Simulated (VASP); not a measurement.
Write the native input for VASP 6.6.1 that does the following.

```
Task                   : relaxation of cell and atoms
Functional             : PBE
Potentials or basis    : VASP PAW PBE potentials, release 64 (Mo_sv)
Cutoff                 : 520 eV
k mesh                 : 18 × 18 × 18
Occupations            : methfessel-paxton, width 0.2 eV
Spin                   : no spin polarisation
Target pressure        : 22 GPa
Further INCAR settings : ALGO = Fast; EDIFF = 1e-07; IBRION = 2; EDIFFG = -0.002; NSW = 80; ISIF = 3
Target pressure        : 22 GPa
```

The structure of Mo lies in POSCAR:

```
Mo                                      
1.0
   -1.5434925679      1.5434925679      1.5434925679
    1.5434925679     -1.5434925679      1.5434925679
    1.5434925679      1.5434925679     -1.5434925679
  Mo            
     1
Direct
     0.0000000000000000    0.0000000000000000    0.0000000000000000
```

The input as run:

INCAR

```
PREC = Accurate
ENCUT = 520
EDIFF = 1E-7
ISMEAR = 1
SIGMA = 0.2
LREAL = False
LASPH = True
NELM = 80
ALGO = Fast
ISIF = 3
LWAVE = False
LCHARG = False
GGA = PE
IBRION = 2
NSW = 80
EDIFFG = -0.002
PSTRESS = 220.0
```

KPOINTS

```
Automatic mesh
0
Gamma
  18 18 18
```

Potentials or basis: VASP PAW PBE potentials, release 64 (Mo_sv).

Command:

```bash
$ cat potpaw_PBE.64/Mo_sv/POTCAR > POTCAR
$ mpirun -np 1 vasp_std > vasp.out
```

It gave:

```yaml
Relaxed_volume: 14.71 Å³/atom
Relaxed_cell: a = 2.674 Å, b = 2.674 Å, c = 2.674 Å, α = 109.47°, β = 109.47°, γ = 109.47°
Space_group_after_relaxing_to_0.05_Å: Im-3m (No. 229)
Energy_change_on_relaxing_the_enthalpy_is_what_falls: -0.3 meV/atom
Ionic_steps: 3
Pressure_after_relaxing: 22.0 GPa
Band_gap_on_the_k_mesh: none (metal or under the smearing width)
```

Caveat: the cell is relaxed towards a set pressure, so the enthalpy falls and the energy may rise.

Wall time 30 s on 1 thread of Intel(R) Xeon(R) Platinum 8488C (Sapphire Rapids), on a shared host, peak memory 0.14 GiB.
